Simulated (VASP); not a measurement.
Data:

```
AlRu
1.0
    3.16446     0.00000     0.00000
    0.00000     3.16446     0.00000
    0.00000     0.00000     3.16446
Al Ru
1 1
Cartesian
  0.00000   0.00000   0.00000
  1.58223   1.58223   1.58223
```

Computed with PBE GGA, VASP's PBE PAW potentials (set 64) (plane waves; VASP). Settings: 300 eV cut-off, 10×10×10 Γ-centred mesh, Fermi-Dirac smearing of 0.10 eV, potentials Al Ru_pv.

At this cut-off the stress carries a Pulay error, which pulls relaxed volumes low. Energy and stress use the plane-wave basis of the starting cell.

Question: The ions, cell shape and volume are relaxed. What does this cell relax into?

Answer: 
```
AlRu
1.0
    3.00019     0.00000     0.00000
    0.00000     3.00019     0.00000
    0.00000     0.00000     3.00019
Al Ru
1 1
Direct
  0.00000   0.00000   0.00000
  0.50000   0.50000   0.50000
```
Space group Pm-3m (221), at a tolerance of 0.03 Å.

Question: How do energy and volume change from the first to the last step?

Answer: The energy (σ→0) changes by -195.2 meV/atom and the volume by -14.8 %, in 7 ionic steps.

The structure was generated: AlRu was put into an ordered model structure, which need not be its known phase. This run relaxes it. Symmetry was kept, so distortions that lower it aren't found. The run is one of a series of settings (EDIFFG = -0.01, IBRION = 2, ISIF = 3, NSW = 50 against the base run), some of them coarse on purpose. The electron count is odd and the run is not spin-polarised, which forces a metal.
